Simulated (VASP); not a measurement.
Input:

```yaml
crystal:
  lattice:
    - [2.84929, 0.00000, 0.00000]
    - [0.00000, 2.84929, 0.00000]
    - [0.00000, 0.00000, 3.56116]
  atoms:
    - { symbol: Cu, position: [0.00000, 0.00000, 0.00000] }
    - { symbol: Au, position: [0.50000, 0.50000, 0.50000] }
```

Level of theory: PBE GGA with D4 dispersion, VASP's PBE PAW potentials (set 64) (plane waves; VASP). Run with 520 eV cut-off, Gaussian smearing of 0.050 eV, potentials Cu Au.

**Question.** Give the energies of bands 1 to 14 at the high-symmetry points, in eV from the Fermi level.

**Answer.** 
```
band      Γ      X      M      Z      R      A
----  -----  -----  -----  -----  -----  -----
1     -9.87  -6.80  -7.17  -7.87  -7.04  -6.58
2     -6.62  -5.45  -5.83  -6.29  -6.67  -5.86
3     -6.49  -5.45  -5.83  -5.83  -4.69  -5.86
4     -4.20  -4.68  -5.81  -3.91  -4.34  -3.56
5     -4.20  -4.22  -1.90  -3.91  -3.91  -3.29
6     -3.26  -3.41  -1.87  -3.46  -2.69  -3.29
7     -2.80  -3.05  -1.80  -3.26  -2.03  -3.16
8     -2.15  -3.05  -1.77  -2.94  -1.85  -2.19
9     -1.75  -2.52  -1.39  -2.46  -1.60  -1.89
10    -1.54  -2.30  -1.39  -2.46  -1.56  -1.77
11    -1.54  -1.05   0.33  -2.31  -1.09   5.13
12     2.75  -0.46   0.33  -2.11  -1.09   5.46
13     8.92   9.99   4.68  13.98   2.59   5.46
14     9.40  10.02   6.58  14.29   4.52   5.80
```

It has no gap at this level: it comes out as a metal or semimetal.

The compound is CuAu in the L1_0 structure. It was relaxed first.
